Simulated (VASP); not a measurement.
The input files of a VASP run:

### INCAR
```
# general
SYSTEM   =  CsSnI3
PREC     =  Accurate
ENCUT    =  300   # plane-wave cut-off (eV)
LREAL    =  .FALSE.   # projection in real space or not
LASPH    =  .TRUE.

# electronic loop
EDIFF    =  1E-6   # SCF stop (eV)
NELM     =  100
ALGO     =  Normal   # blocked Davidson
LMAXMIX  =  4

# smearing
ISMEAR   =  -1   # Fermi-Dirac
SIGMA    =  0.01   # width (eV)

# functional
GGA      =  PS   # PBEsol

# ions
ISIF     =  2   # forces and stress, cell fixed

# output
LWAVE    =  .FALSE.
LCHARG   =  .FALSE.
```

**POSCAR**
```
CsSnI3
1
    6.2200000000     0.0000000000     0.0000000000
    0.0000000000     6.2200000000     0.0000000000
    0.0000000000     0.0000000000     6.2200000000
Cs Sn I
1 1 3
Direct
  0.0000000000   0.0000000000   0.0000000000
  0.5000000000   0.5000000000   0.5000000000
  0.5000000000   0.0000000000   0.5000000000
  0.0000000000   0.5000000000   0.5000000000
  0.5000000000   0.5000000000   0.0000000000
```

### KPOINTS
```
Automatic mesh
0
Gamma
3 3 3
0 0 0
```

POTCAR, in this order: Cs_sv Sn_d I (PBE.64 set). Program: vasp_std.

**Question.** Write an equivalent input for Ansatz.

**Answer.** One equivalent input (not run):
Ansatz 0.2 input:
```yaml
crystal:
  lattice:
    - [6.2200000, 0.0000000, 0.0000000]
    - [0.0000000, 6.2200000, 0.0000000]
    - [0.0000000, 0.0000000, 6.2200000]
  atoms:
    - { symbol: Cs, position: [0.0000000, 0.0000000, 0.0000000] }
    - { symbol: Sn, position: [0.5000000, 0.5000000, 0.5000000] }
    - { symbol: I, position: [0.5000000, 0.0000000, 0.5000000] }
    - { symbol: I, position: [0.0000000, 0.5000000, 0.5000000] }
    - { symbol: I, position: [0.5000000, 0.5000000, 0.0000000] }
kpoints:
  mp_grid: { grid: [3, 3, 3] }
hamiltonian:
  xc: pbesol
  pseudopotentials: { kind: paw }
scf:
  occupations: { method: fermi_dirac, width: 0.01 }
  max_iter: 100
output: { forces: true, stress: true, eigenvalues: true }
```
The two are equivalent in intent, not identical: each code has its own PAW files, so the cut-off isn't converted (ENCUT is set for VASP's; basis.ecutwfc is left out, and Ansatz then takes the one that its files recommend); Ansatz stops its SCF on the density residual and VASP on the energy change (EDIFF).

The structure is a typed CsSnI3 crystal. The cell was not relaxed at this level.
